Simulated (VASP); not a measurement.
An input for Quantum ESPRESSO's pw.x (written as the equivalent of a VASP run, and not itself run):

```
&CONTROL
  calculation = 'scf'
  pseudo_dir = './pseudo'
  outdir = './out'
  tprnfor = .true.
  tstress = .true.
/
&SYSTEM
  ibrav = 0
  nat = 2
  ntyp = 2
  ecutwfc = 74
  occupations = 'smearing'
  smearing = 'gaussian'
  degauss = 0.000735
  input_dft = 'pbe'
/
&ELECTRONS
  conv_thr = 7.3e-11
  electron_maxstep = 100
/
ATOMIC_SPECIES
  Li 6.940 Li.upf
  H 1.008 H.upf
CELL_PARAMETERS angstrom
     0.0000000    1.9917480    1.9917480
     1.9917480    0.0000000    1.9917480
     1.9917480    1.9917480    0.0000000
ATOMIC_POSITIONS crystal
  Li   0.0000000  0.0000000  0.0000000
  H    0.5000000  0.5000000  0.5000000
K_POINTS automatic
  15 15 15 1 1 1
```

Question: Translate this input to VASP (INCAR, KPOINTS, POSCAR, choice of POTCAR).

Answer: One answer among several that fit: 
POSCAR:
```
LiH
1
    0.0000000000     1.9917480000     1.9917480000
    1.9917480000     0.0000000000     1.9917480000
    1.9917480000     1.9917480000     0.0000000000
Li H
1 1
Direct
  0.0000000000   0.0000000000   0.0000000000
  0.5000000000   0.5000000000   0.5000000000
```

**KPOINTS**
```
K-points
0
G
 15 15 15
0.5 0.5 0.5
```

### INCAR
```
SYSTEM  =  LiH
PREC  =  Accurate; ENCUT  =  560; LREAL  =  F
LASPH  =  T
EDIFF  =  1E-09; NELM  =  100; ALGO  =  Normal
ISMEAR  =  0; SIGMA  =  0.01
GGA  =  PE
ISIF  =  2
LWAVE  =  F; LCHARG  =  F
```

POTCAR, in this order: Li_sv H (PBE.64 set). Program: vasp_std.

The two are equivalent in intent, not identical: the potentials are each code's own (VASP's PAW set, PseudoDojo norm-conserving files in pw.x), so ENCUT and ecutwfc are chosen apart and not converted; conv_thr bounds pw.x's estimated SCF error, while EDIFF bounds the energy change between steps.

The structure comes from a computed database's LiH entry; how it stands against other phases isn't given here. The cell was not relaxed at this level. The run is one of a series of settings (EDIFF = 1E-09, ENCUT = 560, KPOINTS 15×15×15 Γ-centred mesh shifted by (0.5, 0.5, 0.5) against the base run), some of them coarse on purpose.
